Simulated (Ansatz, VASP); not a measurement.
## Rb3ClO: VASP beside Ansatz

```xyz
5
Lattice="5.2721 0.0000 0.0000 0.0000 5.2721 0.0000 0.0000 0.0000 5.2721" Properties=species:S:1:pos:R:3 pbc="T T T"
Rb    0.0000    0.0000    2.6360
Rb    0.0000    2.6360    0.0000
Rb    2.6360    0.0000    0.0000
Cl    2.6360    2.6360    2.6360
O     0.0000    0.0000    0.0000
```

Alike in both runs: functional LDA; k mesh 4 × 4 × 4; no spin polarisation.

Ansatz relaxed the structure, and its values are those at the end. VASP's run is a single point on that final structure, the one shown.

|  | VASP | Ansatz |
| --- | --- | --- |
| version | VASP 6.6.1 | Ansatz 0.2.0 |
| potentials or method | VASP PAW LDA potentials, release 64 (Rb_sv, Cl, O) | plane waves, PAW |
| plane-wave cutoff (eV) | 520 | 450 |
| occupations | gaussian, width 0.01 eV | fixed |
| valence electrons in the cell | 40 | 40 |

```csv
,VASP,Ansatz,Ansatz less VASP
pressure (GPa),0.1,0.0,-0.15
```
